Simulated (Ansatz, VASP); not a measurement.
# ZrGe in two plane-wave programs, part 2 of 2

Aim: how closely do two programs agree when they are given the same cell, functional and k mesh? The cell is generated by rule, not measured, and may not be a known phase. Of the first pair: The two relaxations start from unlike cells of this crystal (the structure described is Ansatz's start), so only their ends are compared.

VASP 6.6.1 and Ansatz 0.2.0.

So far: The structure; Ansatz: relaxation of cell and atoms, LDA, pair 1; VASP: relaxation of cell and atoms, LDA, pair 1; Comparison.

## 5. Ansatz: relaxation of cell and atoms, LDA, pair 2

Level of this step: Ansatz beside VASP: Kohn-Sham DFT, plane waves, LDA (Ansatz).

The relaxed volume is the usual yardstick between codes: in a stiff, nearly cubic crystal its relative difference is about their pressure difference at one cell divided by the bulk modulus. Its start cell is another than that of the pair before, and may be another structure of the material.

The cell is taken from a series of runs on this material, whose earlier steps may have relaxed, scaled, displaced or heated it; both programs get it as it stands.

The input, input.yaml:

```yaml
crystal:
  lattice:
    - [3.7382504125, 0.0, 0.0]
    - [-1.8691252062, 3.2374198229, 0.0]
    - [0.0, 0.0, 6.7131932679]
  atoms:
    - { symbol: Zr, position: [0.0, 0.0, 0.0] }
    - { symbol: Zr, position: [0.0, 0.0, 0.5] }
    - { symbol: Ge, position: [0.3333333333, 0.6666666667, 0.25] }
    - { symbol: Ge, position: [0.6666666667, 0.3333333333, 0.75] }
kpoints:
  mp_grid: { grid: [12, 12, 6] }
hamiltonian:
  xc: lda
scf:
  occupations: { method: gaussian, width: 0.1 }
output:
  forces: true
  stress: true
  eigenvalues: true
relax:
  adjacent_minimum: "off"
  f_tol: 0.005
  max_steps: 80
  cell: { stress_tol: 0.05 }
```

The run is started by

```sh
> ansatz run input.yaml --threads 4 --pin off --max-ram 7168MiB --backend cpu --events-out ev --progress --plain --runs-dir out
```

Numbers of over 12 decimals in the logs are rounded to 6 here.

The program printed:

```text
[...]
Crystal: 4 atoms, lattice volume = 81.245 Å³
Basis set: ecut = 420 eV, 1595 PW (Γ)
Bands: 32, of which v1, the nominal top of the filled ones, is band 26 counted from 1 (25 counted from 0)
Symmetry: 24 space group operations
[...]
k-points: 76 of 864
[...]
--- Relaxed structure (3 steps of the walk, 2 accepted, 1 SCFs on fresh bases) ---
[...]
cell:  # Å, volume = 81.2806 Å³
    - [3.732849, -2.882583238401314e-11, 0]
    - [-1.866425, 3.232742, -1.1328147512017317e-19]
    - [0, -2.349032494235118e-19, 6.735588]
  atoms:
    - { symbol: Zr, position: [0, 0, 0] }
    - { symbol: Zr, position: [0, 0, 0.500000] }
    - { symbol: Ge, position: [0.333333, 0.666667, 0.250000] }
    - { symbol: Ge, position: [0.666667, 0.333333, 0.75] }
[key lines of the parts left out:]
SCF converged after 3 iterations
Free energy (F): -16588.874144 eV
Fermi energy:    12.458596 eV
P = ⅓ Tr σ = -0.0149 GPa (-0.149 kbar)
```

## 6. VASP: relaxation of cell and atoms, LDA, pair 2

The same cell, functional (in two slightly different forms), mesh and smearing now go to VASP, with its own data sets.

The input, INCAR:

```
SYSTEM = ZrGe
PREC = Accurate
ENCUT = 500
EDIFF = 1E-07
NELM = 120
ISMEAR = 0
SIGMA = 0.1
LREAL = .FALSE.
ALGO = Normal
GGA = PW92
NBANDS = 32
LASPH = .TRUE.
LORBIT = 11
LWAVE = .FALSE.
LCHARG = .FALSE.
ISIF = 3
IBRION = 2
NSW = 80
EDIFFG = -0.005
GGA_COMPAT = .FALSE.
NELMIN = 4
KPAR = 2
```

The input, POSCAR:

```
ZrGe
1.0
    3.7382500000      0.0000000000      0.0000000000
   -1.8691250000      3.2374200000      0.0000000000
    0.0000000000      0.0000000000      6.7131930000
Zr Ge
2 2
Direct
    0.0000000000      0.0000000000      0.0000000000
    0.0000000000      0.0000000000      0.5000000000
    0.3333333333      0.6666666667      0.2500000000
    0.6666666667      0.3333333333      0.7500000000
```

The input, KPOINTS:

```
Automatic mesh
0
Gamma
12 12 6
0 0 0
```

PAW data sets: Zr_sv and Ge_d (LDA family, release 64).

The run is started by

```sh
> mpirun -np 2 vasp_std
```

The program printed:

```text
[banner, memory and clock lines left out]
running    2 mpi-ranks, on    1 nodes
[...]
[... a notice as in an earlier step ...]

 LDA part: xc-table for (Slater(with rela. corr.)+PW92), standard interpolation
 POSCAR, INCAR and KPOINTS ok, starting setup
[...]
entering main loop
       N       E                     dE             d eps       ncg     rms          rms(c)
DAV:   1     0.589998736995E+03    0.59000E+03   -0.25832E+04  5968   0.357E+03
DAV:   2     0.582416332396E+02   -0.53176E+03   -0.51847E+03  4936   0.888E+02
DAV:   3    -0.273555640807E+02   -0.85597E+02   -0.84336E+02  6944   0.210E+02
DAV:   4    -0.333262784331E+02   -0.59707E+01   -0.59458E+01  6944   0.565E+01
[...]
DAV:  12    -0.314502710641E+02    0.59214E-05   -0.22696E-05  6864   0.361E-02    0.694E-03
DAV:  13    -0.314502709806E+02    0.83494E-07   -0.12982E-06  6904   0.883E-03    0.122E-03
DAV:  14    -0.314502709790E+02    0.15452E-08   -0.60338E-08  3808   0.196E-03
   1 F= -.31450271E+02 E0= -.31447819E+02  d E =-.314503E+02
[... from here on, the cycles between the ionic steps are left out ...]
   2 F= -.31450417E+02 E0= -.31447890E+02  d E =-.146415E-03
   3 F= -.31450752E+02 E0= -.31448259E+02  d E =-.480816E-03
   4 F= -.31450928E+02 E0= -.31448397E+02  d E =-.176657E-03
   5 F= -.31450942E+02 E0= -.31448396E+02  d E =-.190120E-03
[...]
reached required accuracy - stopping structural energy minimisation
```

OUTCAR, selected parts (step 6):

```text
  Total       -0.0048677     -0.0048677     -0.0110180      0.0000000      0.0000000      0.0000000
  in kB       -0.0958258     -0.0958258     -0.2169017      0.0000000      0.0000000      0.0000000
  external PRESSURE =      -0.1361844 kB  Pullay stress =       0.0000000 kB

 POSITION                                       TOTAL-FORCE (eV/Angst)
 -----------------------------------------------------------------------------------
      0.00000      0.00000      0.00000        -0.000000     -0.000000     -0.000000
      0.00000      0.00000      3.37009        -0.000000      0.000000     -0.000000
     -0.00000      2.15582      1.68505        -0.000000      0.000000     -0.000000
      1.86700      1.07791      5.05514         0.000000     -0.000000      0.000000
 -----------------------------------------------------------------------------------
    total drift:                                0.000000     -0.000000      0.000000

  FREE ENERGIE OF THE ION-ELECTRON SYSTEM (eV)
  ---------------------------------------------------
  free  energy   TOTEN  =       -31.4509419143 eV

  energy  without entropy=      -31.4458507924  energy(sigma->0) =      -31.44839635

[... 1 part as in an earlier step ...]

[... 3 further parts left out ...]
[key lines of the parts left out:]
E-fermi :   7.6641
```

## 7. Differences

Both answers:

```tsv
quantity	Ansatz	VASP	difference
volume (Å³)	81.28	81.39	-0.13 %
edge a after relaxation, in the typed setting (Å)	3.733	3.734	-0.03 %
edge c after relaxation, in the typed setting (Å)	6.736	6.740	-0.07 %
```

## 8. VASP: relaxation of cell and atoms, LDA, pair 3

The relaxed volume is the usual yardstick between codes: in a stiff, nearly cubic crystal its relative difference is about their pressure difference at one cell divided by the bulk modulus.

INCAR, as its differences from that of step 6:

```diff
@@ -5,4 +5,4 @@
 NELM = 120
-ISMEAR = 0
-SIGMA = 0.1
+ISMEAR = 1
+SIGMA = 0.15
 LREAL = .FALSE.
```

The input, POSCAR:

```
ZrGe
1.0
    3.7328490000      0.0000000000      0.0000000000
   -1.8664250000      3.2327420000      0.0000000000
    0.0000000000      0.0000000000      6.7355880000
Zr Ge
2 2
Direct
    0.0000000000      0.0000000000      0.0000000000
    0.0000000000      0.0000000000      0.5000000000
    0.3333333333      0.6666666667      0.2500000000
    0.6666666667      0.3333333333      0.7500000000
```

KPOINTS is that of step 6.

The run is started by

```sh
> mpirun -np 2 vasp_std
```

The program printed:

```text
[... set-up lines as in an earlier step ...]
 entering main loop
       N       E                     dE             d eps       ncg     rms          rms(c)
DAV:   1     0.594477149438E+03    0.59448E+03   -0.25964E+04  5920   0.356E+03
DAV:   2     0.591039857478E+02   -0.53537E+03   -0.52239E+03  5016   0.891E+02
DAV:   3    -0.271136375832E+02   -0.86218E+02   -0.84943E+02  6800   0.210E+02
DAV:   4    -0.333108441276E+02   -0.61972E+01   -0.61702E+01  7064   0.570E+01
[...]
DAV:  12    -0.314473487784E+02    0.58853E-05   -0.22863E-05  6800   0.358E-02    0.688E-03
DAV:  13    -0.314473487243E+02    0.54019E-07   -0.12302E-06  6920   0.872E-03    0.129E-03
DAV:  14    -0.314473487152E+02    0.91168E-08   -0.67640E-08  3856   0.195E-03
   1 F= -.31447349E+02 E0= -.31448402E+02  d E =-.314473E+02
[...]
N       E                     dE             d eps       ncg     rms          rms(c)
DAV:   1    -0.314511167276E+02   -0.37680E-02   -0.87225E-02  5704   0.335E+00    0.487E-01
[...]
DAV:   6    -0.314473191425E+02    0.35595E-07   -0.12215E-05  6040   0.350E-02    0.236E-03
DAV:   7    -0.314473191698E+02   -0.27298E-07   -0.76681E-07  5808   0.788E-03
   2 F= -.31447319E+02 E0= -.31448371E+02  d E =0.295454E-04
 trial-energy change:    0.000030  1 .order    0.000030   -0.000219    0.000279
 step:   0.4412(harm=  0.4396)  dis= 0.00000  next Energy=   -31.447397 (dE=-0.483E-04)
[...]
N       E                     dE             d eps       ncg     rms          rms(c)
DAV:   1    -0.314485814226E+02   -0.12623E-02   -0.27145E-02  5664   0.186E+00    0.273E-01
DAV:   2    -0.314476832613E+02    0.89816E-03   -0.25474E-03  6544   0.522E-01    0.113E-01
DAV:   3    -0.314474085190E+02    0.27474E-03   -0.83698E-04  6848   0.240E-01    0.590E-02
DAV:   4    -0.314474039617E+02    0.45573E-05   -0.10781E-04  6528   0.561E-02    0.267E-02
DAV:   5    -0.314473972984E+02    0.66633E-05   -0.29499E-05  8056   0.360E-02    0.153E-02
DAV:   6    -0.314473972777E+02    0.20628E-07   -0.37274E-06  6064   0.193E-02    0.133E-03
DAV:   7    -0.314473972885E+02   -0.10797E-07   -0.21672E-07  4608   0.424E-03
   3 F= -.31447397E+02 E0= -.31448450E+02  d E =-.485733E-04
[...]
reached required accuracy - stopping structural energy minimisation
```

From OUTCAR (step 8):

```text
  Total        0.0026078      0.0026078     -0.0103306     -0.0000000      0.0000000      0.0000000
  in kB        0.0513398      0.0513398     -0.2033804     -0.0000000      0.0000000      0.0000000
  external PRESSURE =      -0.0335670 kB  Pullay stress =       0.0000000 kB

 POSITION                                       TOTAL-FORCE (eV/Angst)
 -----------------------------------------------------------------------------------
      0.00000      0.00000      6.73862        -0.000000      0.000000      0.000000
      0.00000      0.00000      3.36931        -0.000000      0.000000      0.000000
     -0.00000      2.15601      1.68466        -0.000000     -0.000000     -0.000000
      1.86716      1.07801      5.05397         0.000000      0.000000      0.000000
 -----------------------------------------------------------------------------------
    total drift:                                0.000000     -0.000000      0.000000

  FREE ENERGIE OF THE ION-ELECTRON SYSTEM (eV)
  ---------------------------------------------------
  free  energy   TOTEN  =       -31.4473972885 eV

  energy  without entropy=      -31.4505552463  energy(sigma->0) =      -31.44844994

[... 2 parts as in an earlier step ...]

[... 2 further parts left out ...]
[key lines of the parts left out:]
E-fermi :   7.6787
```

## 9. Ansatz: relaxation of cell and atoms, LDA, pair 3

The same cell, functional (in two slightly different forms), mesh and smearing now go to Ansatz, which takes its cutoff from its data sets.

The cell is taken from a series of runs on this material, whose earlier steps may have relaxed, scaled, displaced or heated it; both programs get it as it stands.

The input, input.yaml:

```yaml
crystal:
  lattice:
    - [3.7328491707, 0.0, 0.0]
    - [-1.8664245853, 3.2327422103, 0.0]
    - [0.0, 0.0, 6.7355878026]
  atoms:
    - { symbol: Zr, position: [0.0, 0.0, 0.0] }
    - { symbol: Zr, position: [0.0, 0.0, 0.5] }
    - { symbol: Ge, position: [0.3333333333, 0.6666666667, 0.25] }
    - { symbol: Ge, position: [0.6666666667, 0.3333333333, 0.75] }
kpoints:
  mp_grid: { grid: [12, 12, 6] }
hamiltonian:
  xc: lda
scf:
  occupations: { method: methfessel_paxton, width: 0.15 }
output:
  forces: true
  stress: true
  eigenvalues: true
relax:
  adjacent_minimum: "off"
  f_tol: 0.001
  max_steps: 60
  cell: { stress_tol: 0.01 }
```

The run is started by

```sh
> ansatz run input.yaml --threads 4 --pin off --max-ram 7168MiB --backend cpu --events-out ev --progress --plain --runs-dir out
```

The program printed:

```text
[...]
Crystal: 4 atoms, lattice volume = 81.281 Å³
Basis set: ecut = 420 eV, 1595 PW (Γ)
Bands: 32, of which v1, the nominal top of the filled ones, is band 26 counted from 1 (25 counted from 0)
Symmetry: 24 space group operations
[...]
k-points: 76 of 864
[...]
--- Relaxed structure (3 steps of the walk, 2 accepted, 1 SCFs on fresh bases) ---
[...]
cell:  # Å, volume = 81.2737 Å³
    - [3.733475, -2.887238993189584e-11, 0.0]
    - [-1.866737, 3.233284, 0.0]
    - [0.0, 0.0, 6.732753]
  atoms:
    - { symbol: Zr, position: [0, 0, 0.0] }
    - { symbol: Zr, position: [0, 0, 0.5] }
    - { symbol: Ge, position: [0.333333, 0.666667, 0.25] }
    - { symbol: Ge, position: [0.666667, 0.333333, 0.750000] }
[key lines of the parts left out:]
SCF converged after 3 iterations
Free energy (F): -16588.870571 eV
Fermi energy:    12.473482 eV
P = ⅓ Tr σ = 0.0016 GPa (0.016 kbar)
```

## 10. Side by side

Both answers:

```tsv
quantity	Ansatz	VASP	difference
volume (Å³)	81.27	81.38	-0.13 %
edge a after relaxation, in the typed setting (Å)	3.733	3.734	-0.02 %
edge c after relaxation, in the typed setting (Å)	6.733	6.739	-0.09 %
```

## 11. Summary of results

| Item | Value |
| --- | --- |
| difference in edge c after relaxation, in the typed setting (relaxation of cell and atoms, LDA, pair 1) | -0.36 % |
| difference in volume (relaxation of cell and atoms, LDA, pair 2) | -0.13 % |
| difference in volume (relaxation of cell and atoms, LDA, pair 3) | -0.13 % |

**Reading.** The difference in edge c after relaxation, in the typed setting is -0.36 % (relaxation of cell and atoms, LDA, pair 1), within the 1.2 % picked in this series as the mark of a large difference, as far as the stopping tolerances let one tell. Such differences can come from data sets, numerical settings and the points named under the comparisons, not from the functional's error against experiment.

[Lines on the potential files, build, host, timing and source positions are cut from VASP's logs without a mark.]

[Logs are printed without paths, hosts, clocks, repeated set-up lines and the standing remarks that a program may print on its own settings, such as how far it seeks lower states.]

[Hosts, paths, dates, database ids (printed as entryN), source tags and the programs' standing remarks are cut or masked in the printed files.]
